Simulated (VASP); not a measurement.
Runs of VASP 6.6.1 on GaSb. It takes space group F-43m (No. 216, cubic). Conventional cell: a = 6.118 Å, b = 6.118 Å, c = 6.118 Å, α = 90.00°, β = 90.00°, γ = 90.00°. Ga (site symmetry -43m) has 4 Sb at 2.65 Å as nearest neighbours. Around Sb (site symmetry -43m) lie 4 Ga at 2.65 Å. 

| k mesh | cutoff (eV) | mesh quality | gap on the mesh (eV) | pressure (GPa) |
| --- | --- | --- | --- | --- |
| 10 × 10 × 10 | 520 | not flagged | 0.04 | 2.4 |
| 6 × 6 × 6 | 300 | not flagged | 0.03 | - |
| 6 × 6 × 6 | 400 | not flagged | 0.03 | 2.2 |
| 6 × 6 × 6 | 450 | not flagged | 0.03 | 2.3 |
| 6 × 6 × 6 | 350 | not flagged | 0.03 | 2.3 |
| 8 × 8 × 8 | 520 | not flagged | 0.04 | 2.4 |
| 4 × 4 × 4 | 520 | coarse | 0.03 | (a) |
| 6 × 6 × 6 | 520 | not flagged | 0.03 | 2.4 |

Alike in all rows: task single point; level PBE; potentials or basis VASP PAW PBE potentials, release 64 (Ga_d, Sb); no spin polarisation; cell as given; smearing gaussian 0.02 eV.

Question: Estimate the missing entries.

Answer: (a) 2.7.

Caveats: some runs use coarse meshes; spin-orbit coupling is left out, which moves the levels of the heavy elements; the cutoff is under 1.25 times the usual one of these potentials, so pressure, stress and relaxed cells hold a basis-set (Pulay) error (some runs).

A k mesh can miss the band edges, and the runs leave out spin-orbit coupling on Ga, Sb.
